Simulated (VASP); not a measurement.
Consider the following.

```
CaB6
1.0
    3.95177     0.00000     0.00000
    0.00000     3.95177     0.00000
    0.00000     0.00000     3.95177
Ca B
1 6
Direct
  0.00000   0.00000   0.00000
  0.80017   0.50000   0.50000
  0.50000   0.19983   0.50000
  0.50000   0.80017   0.50000
  0.19983   0.50000   0.50000
  0.50000   0.50000   0.80017
  0.50000   0.50000   0.19983
```

Level of theory: LDA (Ceperley-Alder, Perdew-Zunger), VASP's LDA PAW potentials (set 64) (plane waves; VASP 6.6.1). Settings: 620 eV cut-off, 6×6×6 Γ-centred mesh, Gaussian smearing of 0.050 eV, potentials Ca_sv B.

Q: What does the run give for the energy per atom (σ→0), pressure?

A: 
The energy per atom (σ→0) comes out as -7.065 eV/atom and the pressure is 19.93 GPa.

Only differences to runs with the same potentials and settings are physical.

The compound is CaB6 in the cab6 structure. It was relaxed first under an external pressure of 20 GPa.
